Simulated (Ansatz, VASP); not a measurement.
## Sn: VASP beside Ansatz

One calculation is typed for both programs; each brings its own data sets. How far apart do they land? The cell is taken from a series of runs on this material, whose earlier steps may have relaxed, scaled, displaced or heated it; both programs get it as it stands.

Method: plane waves, with VASP 6.6.1 beside it; zone-centre phonons at LDA, in Ansatz 0.2.0.

## (1) The structure

Symmetry: I4_1/amd, No. 141, tetragonal system. Conventional cell: a = 5.789 Å, b = 5.789 Å, c = 3.122 Å, α = 90.00°, β = 90.00°, γ = 90.00°. Nearest to Sn lie 6 Sn at 3.00 to 3.12 Å.

## (2) VASP: zone-centre phonons, LDA

Second derivatives magnify differences that forces hide, and they need a tight electronic threshold.

Lines of VASP's logs that name or quote its potential files are left out, and so is its time.

INCAR reads:

```
SYSTEM = Sn
PREC = Accurate
ENCUT = 500
EDIFF = 1E-08
NELM = 120
ISMEAR = 1
SIGMA = 0.2
LREAL = .FALSE.
ALGO = Normal
GGA = CA
NBANDS = 20
LORBIT = 11
LWAVE = .FALSE.
LCHARG = .FALSE.
ISIF = 2
IBRION = 8
LASPH = .TRUE.
GGA_COMPAT = .FALSE.
KPAR = 2
```

POSCAR reads:

```
Sn
1.0
   -2.8945264612      2.8945264612      1.5610808693
    2.8945264612     -2.8945264612      1.5610808693
    2.8945264612      2.8945264612     -1.5610808693
Sn
2
Direct
    0.7500000000      0.2500000000      0.5000000000
    0.0000000000      0.0000000000      0.0000000000
```

KPOINTS reads:

```
Automatic mesh
0
Gamma
16 16 16
0 0 0
```

Potentials, in the order of the species: Sn_d (LDA family, release 64).

Command:

```
$ mpirun -np 2 vasp_std
```

Numbers of over 12 decimals in the logs are rounded to 6 here.

What it wrote:

```text
[banner, memory and clock lines left out]
running    2 mpi-ranks, on    1 nodes
 distrk:  each k-point on    1 cores,    2 groups
 distr:  one band on    1 cores,    1 groups

 POSCAR found type information on POSCAR Sn
 POSCAR found :  1 types and       2 ions
 LDA part: xc-table for (Slater(with rela. corr.)+CA(PZ))
 , standard interpolation
 POSCAR, INCAR and KPOINTS ok, starting setup
 FFT: planning ... GRIDC
 FFT: planning ... GRID_SOFT
 FFT: planning ... GRID
 WAVECAR not read
 entering main loop
       N       E                     dE             d eps       ncg     rms          rms(c)
DAV:   1     0.215157049902E+03    0.21516E+03   -0.14309E+04 14084   0.217E+03
DAV:   2     0.126553760349E+02   -0.20250E+03   -0.19903E+03 14020   0.450E+02
DAV:   3    -0.833864195502E+01   -0.20994E+02   -0.20805E+02 15844   0.137E+02
DAV:   4    -0.899876952945E+01   -0.66013E+00   -0.65951E+00 15844   0.270E+01
DAV:   5    -0.902585615950E+01   -0.27087E-01   -0.27086E-01 19504   0.512E+00    0.261E+00
DAV:   6    -0.899496036745E+01    0.30896E-01   -0.37544E-02 19032   0.279E+00    0.142E+00
DAV:   7    -0.898283333273E+01    0.12127E-01   -0.19181E-02 19024   0.197E+00    0.162E-01
DAV:   8    -0.898227400905E+01    0.55932E-03   -0.19401E-03 17812   0.648E-01    0.340E-02
DAV:   9    -0.898227923820E+01   -0.52291E-05   -0.50429E-05 19020   0.643E-02    0.150E-02
DAV:  10    -0.898227956712E+01   -0.32893E-06   -0.45290E-06 18516   0.263E-02    0.106E-03
DAV:  11    -0.898227956603E+01    0.10909E-08   -0.39215E-07 16284   0.801E-03    0.115E-03
DAV:  12    -0.898227956479E+01    0.12460E-08   -0.20454E-08 12560   0.145E-03
   1 F= -.89822796E+01 E0= -.89822562E+01  d E =-.699674E-04
 Linear response reoptimize wavefunctions to high precision
DAV:   1    -0.898227956504E+01   -0.25466E-09   -0.49178E-09 12372   0.779E-04
DAV:   2    -0.898227956510E+01   -0.60936E-10   -0.50377E-10  9216   0.245E-04
 Linear response DOF=           2
 Linear response progress:
  Degree of freedom:   1/  2
       N       E                     dE             d eps       ncg     rms          rms(c)
RMM:   1    -0.219250417360E+00   -0.21925E+00    0.54134E-01 55664   0.983E+00
RMM:   2    -0.226175924142E+00   -0.69255E-02   -0.18802E-02 77100   0.116E+00    0.533E-02
RMM:   3    -0.226404815147E+00   -0.22889E-03   -0.16002E-03 78986   0.331E-01    0.228E-02
RMM:   4    -0.226382378855E+00    0.22436E-04   -0.10101E-04 81760   0.908E-02    0.116E-02
RMM:   5    -0.226386666902E+00   -0.42880E-05   -0.13214E-05 81465   0.309E-02    0.315E-03
RMM:   6    -0.226387423646E+00   -0.75674E-06   -0.11712E-06 81250   0.935E-03    0.140E-03
RMM:   7    -0.226386778957E+00    0.64469E-06   -0.18812E-08 81762   0.365E-03    0.460E-04
RMM:   8    -0.226384345890E+00    0.24331E-05    0.52200E-07 82802   0.142E-03    0.101E-04
RMM:   9    -0.226383791232E+00    0.55466E-06    0.78010E-07 85474   0.664E-04    0.253E-05
RMM:  10    -0.226383393998E+00    0.39723E-06    0.66085E-07 83179   0.368E-04    0.777E-06
RMM:  11    -0.226383301686E+00    0.92312E-07    0.49677E-07 88048   0.233E-04    0.476E-06
RMM:  12    -0.226383192371E+00    0.10932E-06    0.30385E-07 83546   0.172E-04    0.399E-06
RMM:  13    -0.226383232469E+00   -0.40098E-07    0.18471E-07 88426   0.140E-04    0.372E-06
RMM:  14    -0.226383191806E+00    0.40664E-07    0.10649E-07 85666   0.125E-04    0.218E-06
RMM:  15    -0.226383131644E+00    0.60162E-07    0.60298E-08 87865   0.117E-04    0.928E-07
RMM:  16    -0.226383167484E+00   -0.35840E-07    0.32549E-08 84278   0.111E-04    0.168E-06
RMM:  17    -0.226383164243E+00    0.32414E-08    0.19465E-08 77105   0.107E-04    0.170E-06
 first order change of Fermi-energy   0.65374E-05
 force on displaced ion       1 direction 1 :  -3.985   0.000  -0.000
 Linear response progress:
  Degree of freedom:   2/  2
       N       E                     dE             d eps       ncg     rms          rms(c)
RMM:   1    -0.206339930085E+00   -0.20634E+00    0.55281E-01 31322   0.994E+00
RMM:   2    -0.211956441327E+00   -0.56165E-02   -0.17304E-02 43389   0.110E+00    0.416E-02
RMM:   3    -0.212047222372E+00   -0.90781E-04   -0.13905E-03 44633   0.306E-01    0.181E-02
RMM:   4    -0.211953099239E+00    0.94123E-04   -0.90018E-05 45517   0.827E-02    0.100E-02
RMM:   5    -0.211917885625E+00    0.35214E-04   -0.96017E-06 45469   0.272E-02    0.315E-03
RMM:   6    -0.211916031577E+00    0.18540E-05   -0.92360E-07 45295   0.835E-03    0.789E-04
RMM:   7    -0.211919812533E+00   -0.37810E-05   -0.17229E-07 45669   0.310E-03    0.223E-04
RMM:   8    -0.211918417337E+00    0.13952E-05   -0.45753E-08 46520   0.119E-03    0.130E-04
RMM:   9    -0.211917695207E+00    0.72213E-06    0.13761E-08 46851   0.535E-04    0.132E-05
RMM:  10    -0.211917904896E+00   -0.20969E-06   -0.30489E-09 48926   0.286E-04    0.207E-05
RMM:  11    -0.211917882144E+00    0.22752E-07    0.18551E-08 48400   0.190E-04    0.133E-05
RMM:  12    -0.211917846855E+00    0.35289E-07    0.16652E-08 48624   0.148E-04    0.252E-06
RMM:  13    -0.211917848440E+00   -0.15854E-08    0.11355E-08 50253   0.128E-04    0.168E-06
 first order change of Fermi-energy  -0.88562E-04
 force on displaced ion       1 direction 3 :  -0.000   0.000  -0.493
 Linear response finished
```

Parts of OUTCAR (step 2):

```text
ion  position               nearest neighbor table
   1  0.750  0.250  0.500-   2 3.00   2 3.00   2 3.00   2 3.00   2 3.72   2 3.72   2 3.72   2 3.72

  LATTYP: Found a body centered tetragonal cell.
 ALAT       =     5.7890529224
 C/A-ratio  =     0.5393216784

 Subroutine GETGRP returns: Found 16 space group operations
 (whereof  8 operations were pure point group operations)

The static configuration has the point symmetry D_2d.
 The point group associated with its full space group is D_4h.

 Found    349 irreducible k-points:

   k-points           NKPTS =    349   k-points in BZ     NKDIM =    349   number of bands    NBANDS=     20

   dimension x,y,z NGX =    32 NGY =   32 NGZ =   32
   dimension x,y,z NGXF=    64 NGYF=   64 NGZF=   64

   ENCUT  =  500.0 eV  36.75 Ry    6.06 a.u.   7.99  7.99  7.99*2*pi/ulx,y,z

   NELECT =      28.0000    total number of electrons

 k-points in reciprocal lattice and weights: Automatic mesh
   0.00000000  0.00000000  0.00000000       0.000
   0.06250000 -0.00000000  0.00000000       0.002
   0.12500000 -0.00000000  0.00000000       0.002
   0.18750000  0.00000000 -0.00000000       0.002
   0.25000000 -0.00000000  0.00000000       0.002
   0.31250000  0.00000000  0.00000000       0.002
   0.37500000  0.00000000 -0.00000000       0.002
   0.43750000 -0.00000000  0.00000000       0.002
   0.50000000 -0.00000000  0.00000000       0.001
[...]
-0.43750000 -0.43750000  0.43750000       0.000
   0.50000000  0.50000000  0.50000000       0.000

 average (electrostatic) potential at core
       1 -98.5230       2 -98.5230

  Total        0.0055782      0.0055782      0.0041717      0.0000000      0.0000000      0.0000000
  in kB        0.1708302      0.1708302      0.1277578      0.0000000      0.0000000      0.0000000
  external PRESSURE =       0.1564727 kB  Pullay stress =       0.0000000 kB

  energy-cutoff  :      500.00
  volume of cell :       52.32
      direct lattice vectors                 reciprocal lattice vectors
    -2.894526461  2.894526461  1.561080869     0.000000000  0.172739827  0.320290902
     2.894526461 -2.894526461  1.561080869     0.172739827  0.000000000  0.320290902
     2.894526461  2.894526461 -1.561080869     0.172739827  0.172739827  0.000000000

 POSITION                                       TOTAL-FORCE (eV/Angst)
 -----------------------------------------------------------------------------------
      0.00000      2.89453      0.78054         0.000000     -0.000000      0.000000
      0.00000      0.00000      0.00000        -0.000000      0.000000     -0.000000
 -----------------------------------------------------------------------------------
    total drift:                                0.000000     -0.000000      0.000000

 Eigenvectors and eigenvalues of the dynamical matrix
 ----------------------------------------------------

   1 f  =    4.050612 THz    25.450747 2PiTHz  135.113881 cm-1    16.751979 meV
             X         Y         Z           dx          dy          dz
      0.000000  2.894526  0.780540     0.000000    0.707107    0.000000
      0.000000  0.000000  0.000000    -0.000000   -0.707107   -0.000000

   2 f  =    4.050612 THz    25.450747 2PiTHz  135.113881 cm-1    16.751979 meV
             X         Y         Z           dx          dy          dz
      0.000000  2.894526  0.780540     0.707107   -0.000000    0.000000
      0.000000  0.000000  0.000000    -0.707107    0.000000    0.000000

   3 f  =    1.424761 THz     8.952038 2PiTHz   47.524916 cm-1     5.892336 meV
             X         Y         Z           dx          dy          dz
      0.000000  2.894526  0.780540     0.000000    0.000000   -0.707107
      0.000000  0.000000  0.000000     0.000000    0.000000    0.707107

   4 f  =    0.000000 THz     0.000000 2PiTHz    0.000001 cm-1     0.000000 meV
             X         Y         Z           dx          dy          dz
      0.000000  2.894526  0.780540    -0.217920   -0.614775    0.273061
      0.000000  0.000000  0.000000    -0.217920   -0.614775    0.273061

   5 f/i=    0.000000 THz     0.000000 2PiTHz    0.000001 cm-1     0.000000 meV
             X         Y         Z           dx          dy          dz
      0.000000  2.894526  0.780540    -0.114063   -0.249105   -0.651871
      0.000000  0.000000  0.000000    -0.114063   -0.249105   -0.651871

   6 f/i=    0.000000 THz     0.000000 2PiTHz    0.000002 cm-1     0.000000 meV
             X         Y         Z           dx          dy          dz
      0.000000  2.894526  0.780540     0.662948   -0.244945   -0.022399
      0.000000  0.000000  0.000000     0.662948   -0.244945   -0.022399

 ELASTIC MODULI CONTR FROM IONIC RELAXATION (kBar)
 Direction    XX          YY          ZZ          XY          YZ          ZX
 --------------------------------------------------------------------------------
 XX        -429.5933    429.5933      0.0000      0.0000      0.0000      0.0000
 YY         429.5933   -429.5933      0.0000      0.0000     -0.0000     -0.0000
 ZZ           0.0000      0.0000      0.0000      0.0000      0.0000      0.0000
 XY           0.0000      0.0000      0.0000      0.0000      0.0000      0.0000
 YZ           0.0000     -0.0000      0.0000      0.0000    -23.0585     -0.0000
 ZX           0.0000     -0.0000      0.0000      0.0000     -0.0000    -29.5082
 --------------------------------------------------------------------------------
```

## (3) Ansatz: zone-centre phonons, LDA

Ansatz runs on its PAW soft_1 files.

The same cell, functional (in two slightly different forms), mesh and smearing now go to Ansatz, which takes its cutoff from its data sets.

input.yaml reads:

```yaml
crystal:
  lattice:
    - [-2.8945264612, 2.8945264612, 1.5610808693]
    - [2.8945264612, -2.8945264612, 1.5610808693]
    - [2.8945264612, 2.8945264612, -1.5610808693]
  atoms:
    - { symbol: Sn, position: [0.75, 0.25, 0.5] }
    - { symbol: Sn, position: [0.0, 0.0, 0.0] }
kpoints:
  mp_grid: { grid: [16, 16, 16] }
hamiltonian:
  xc: lda
  pseudopotentials: { kind: paw, azcp: { folder: soft_1 }, xc_functional: pbe }
scf:
  occupations: { method: methfessel_paxton, width: 0.2 }
output:
  eigenvalues: true
phonons:
  method: dfpt
```

Command:

```
$ ansatz run input.yaml --threads 4 --pin off --max-ram 16384MiB --backend cpu --events-out ev --progress --plain --runs-dir out
```

What it wrote:

```text
zone centre: on kpoints.mp_grid the ground state, and the responses unless they are solved on pairs of k-points, stand on 621 of the mesh's 4096 k-points, reduced under 4 symmetry operations, with k and −k counted as one. Each operation leaves every solved displacement unchanged or reverses it
Engine: ansatz 0.2.0, aarch64-unknown-linux-gnu
Pseudopotentials: kind: paw
Pseudopotential: Sn, paw, valence charge 14, recommended cutoff 420 eV (normal), soft_1/Sn.paw.azcp
Functional definition: SPW92
  exchange = slater_x
  correlation = pw_c
Crystal: 2 atoms, lattice volume = 52.317 Å³
Basis set: ecut = 420 eV, 1021 PW (Γ), exchange–correlation on 64×64×64 points (8 copies of the dense FFT grid, shifted against one another)
Bands: 18, of which v1, the nominal top of the filled ones, is band 14 counted from 1 (13 counted from 0)
Symmetry: 16 space group operations
k-points: 621 of 4096 (irreducible under 4 space group operations, time reversal used)
Non-local potential: Sn, projectors of the file, l = 0: 2, l = 1: 2, l = 2: 2, l = 3: 1
PAW form: soft (Blöchl's): semilocal exchange-correlation on the pseudo side does not see the compensation charge
PAW frozen core: Sn, regenerated for the run's functional, and the local potential with it (the file was generated under x = pbe(κ = 0.804, μ = 0.219515), c = pbe(β = 0.066725))
PAW one-centre angular grid: Sn, 590 points (default); XC on 64 Gauss nodes
Initial density: superposition of atomic densities (chi_scale 0.1, normalization cell)
Initial wavefunctions: pseudopotential atomic-orbital guess
Functional: x = slater, c = lda
SCF iter   1: F=—  HF=-11759.236502 eV  |F-HF|=—  |Δ(HF+E_count)|=         —  Δρ=1.57e-2  dr2=1.21e-1  ethr=3.10e-3  ⟨swp⟩=5.6  Hψ=57290  notcnv=0
preconditioner: auto → Kerker (q_TF=auto, 2.458 Å⁻¹)  [metal: Δε(μ)=0.016 eV  Ē_g=20.005 eV  σ=0.200 eV  W_gap=0.07  n_scr=16 (ndim 8)  ℏωp=27.2 eV  f_vac=0.000  D(μ)=0.86/eV (n_scr^D=4)]
SCF iter   2: F=—  HF=-11759.198576 eV  |F-HF|=—  |Δ(HF+E_count)|=   3.79e-2  S|Δr|=    0.00e0  Δρ=9.17e-3  dr2=3.88e-2  ethr=4.32e-4  ⟨swp⟩=2.2  Hψ=23186  notcnv=0
SCF iter   3: F=—  HF=-11759.190890 eV  |F-HF|=—  |Δ(HF+E_count)|=   7.69e-3  S|Δr|=    0.00e0  Δρ=2.41e-3  dr2=2.50e-3  ethr=1.39e-4  ⟨swp⟩=2.0  Hψ=19821  notcnv=0
SCF iter   4: F=—  HF=-11759.190629 eV  |F-HF|=—  |Δ(HF+E_count)|=   2.61e-4  S|Δr|=    0.00e0  Δρ=2.22e-4  dr2=3.05e-5  ethr=8.93e-6  ⟨swp⟩=1.0  Hψ=11193  notcnv=0
SCF iter   5: F=—  HF=-11759.190638 eV  |F-HF|=—  |Δ(HF+E_count)|=   8.83e-6  S|Δr|=    0.00e0  Δρ=6.96e-5  dr2=3.75e-6  ethr=1.09e-7  ⟨swp⟩=3.0  Hψ=20403  notcnv=0
SCF iter   6: F=—  HF=-11759.190636 eV  |F-HF|=—  |Δ(HF+E_count)|=   1.99e-6  S|Δr|=    0.00e0  Δρ=1.53e-5  dr2=8.52e-8  ethr=1.34e-8  ⟨swp⟩=2.0  Hψ=19869  notcnv=0
SCF iter   7: F=—  HF=-11759.190637 eV  |F-HF|=—  |Δ(HF+E_count)|=   8.02e-7  S|Δr|=    0.00e0  Δρ=2.45e-6  dr2=2.11e-9  ethr=3.04e-10  ⟨swp⟩=2.0  Hψ=17449  notcnv=0
SCF iter   8: F=—  HF=-11759.190637 eV  |F-HF|=—  |Δ(HF+E_count)|=  8.89e-10  S|Δr|=    0.00e0  Δρ=3.49e-7  dr2=5.15e-11  ethr=7.52e-12  ⟨swp⟩=2.0  Hψ=13702  notcnv=0
SCF iter   9: F=-11759.190637 eV  HF=-11759.190637 eV  |F-HF|=5.46e-12  |Δ(HF+E_count)|=  7.28e-12  S|Δr|=    0.00e0  Δρ=7.49e-8  dr2=2.39e-12  ethr=1.00e-12  ⟨swp⟩=6.4  Hψ=46936  notcnv=0
SCF 1 converged in 9 iterations: F = -11759.190637 eV  dr2 = 2.39e-12
  greatest PAW one-centre occupation: 0.992 electrons in one spin orbital (limit 2), on the Sn atom at site 1 (counted from 0), in its partial waves of l = 2
DFPT response loops at Γ: preconditioner auto → Kerker (q_TF=auto, 2.458 Å⁻¹) (partly filled bands, converged f_vac=0.000); β = 1.00, the filter's whole step (`scf.mixing.beta` (0.50) is not read by the response loops under this deck's `scf.mixing.preconditioner`; to damp them name `kerker` or `kerker_dos`, under which they read `scf.mixing.beta`, and type it under 1.00, their step now; both keys bind the ground state too); Broyden in place of MSR1
SCF converged after 9 iterations
Stability not checked: this state was not tested for a lower state beside it, because cold or Methfessel-Paxton smearing, or corrected tetrahedra, fill the levels in a way that the test cannot read (fill_not_monotonic; see scf.lower_state_search)
Free energy (F): -11759.190637 eV
Harris-Foulkes:  -11759.190637 eV  (|F-HF|=5.46e-12)
Internal energy: -11759.190549 eV  (E = F + TS)
E sigma→0 (E₀):  -11759.190615 eV
Entropy (-TS):   -0.000088 eV (-0.044 meV/atom)
Fermi energy:    11.021446 eV
--- Per-component energies (eV) ---
  E_band       = -155.615644
  E_kinetic    = 338.914963
  E_local      = -1978.661857  (includes V_loc(G=0)·N_el)
  E_nonlocal   = 298.969309
  E_hartree    = 999.287681
  E_xc         = -251.126277
  E_vxc        = -163.643176  (∫ρ·V_xc dr)
  E_paw        = -8449.957989  (= ΣΔE_a)
  E_vpaw       = -649.770821  (= ΣTr[D̂ρ^β])
  E_aug_tail   = 0.000556  (compensation charges beyond the density's cutoff)
  E_ewald      = -2717.466717
  E_core_change = 0.849782  (= ΣΔE_core)
  E_smearing   = -0.000088  (= −TS)
  E_closure    = 0.000000  (closes the sum)
  Σ components = -11759.190637   (vs F -11759.190637, Δ=0.00e0)
--- Band table (eV; the first three rows and the last of 621) ---
  k-point 0: bands = [... 10 lower, -0.4242, 7.2521, 8.9142, 8.9142, 14.0183, 17.2734, 17.2734, 18.1909]
  k-point 1: bands = [... 10 lower, -0.3882, 6.9019, 8.9576, 9.1951, 14.1850, 16.9191, 17.0601, 18.2250]
  k-point 2: bands = [... 10 lower, -0.2803, 6.1945, 9.0873, 9.7044, 14.6756, 16.1971, 16.5282, 18.0799]
  k-point 620: bands = [... 10 lower, 3.2529, 3.2529, 6.0291, 6.0291, 16.3550, 16.3550, 20.4996, 20.4996]
--- Phonons (Γ-DFPT): 2 representative perturbations + reference, on 621 of 4096 k-points (Σ response iterations 6) ---
  k mesh reduced under 4 symmetry operations, with k and −k counted as one. Each operation leaves every solved displacement unchanged or reverses it
  ASR residual: 8.131e-5 → 0.000e0 eV/Å²; symmetrization residual: 1.773e-12 eV/Å²
  ASR residual per site (eV/Å²): 8.13e-5 8.13e-5
  Γ frequencies (cm⁻¹): 0.00 0.00 0.00 47.16 134.53 134.53
  non-analytic LO–TO correction: not included (Born effective charges unavailable; polar crystals: no LO–TO splitting at Γ)
```

## (4) Side by side

Known differences besides the potentials themselves: the two LDA forms differ slightly; the cutoff is 420 eV in Ansatz and 500 eV in VASP; VASP's log shows a relativistic correction to its local exchange, Ansatz's none. Total energies have different zeros and are not compared.

The two programs side by side:

```tsv
quantity	Ansatz	VASP	difference
optical mode 1 (cm⁻¹)	47.2	47.5	-0.4
optical mode 2 to 3 (cm⁻¹)	134.5	135.1	-0.43 %
```

Modes are paired by rising frequency, not by their patterns, so a pair may set unlike modes beside each other; they are those without the splitting of longitudinal modes.

## (5) Outcome

* r.m.s. difference of the optical zone-centre modes, each program's sorted by frequency (zone-centre phonons, LDA): 0.52 cm⁻¹

What this shows: The r.m.s. difference of the optical zone-centre modes, each program's sorted by frequency is 0.52 cm⁻¹ (zone-centre phonons, LDA). How closely two codes agree says nothing of how well the functional describes the real material.

[Lines on the potential files, build, host, timing and source positions are cut from VASP's logs without a mark.]

[Logs are printed without paths, hosts, clocks, repeated set-up lines and the standing remarks that a program may print on its own settings, such as how far it seeks lower states.]

[Hosts, paths, dates, database ids (printed as entryN), source tags and the programs' standing remarks are cut or masked in the printed files.]
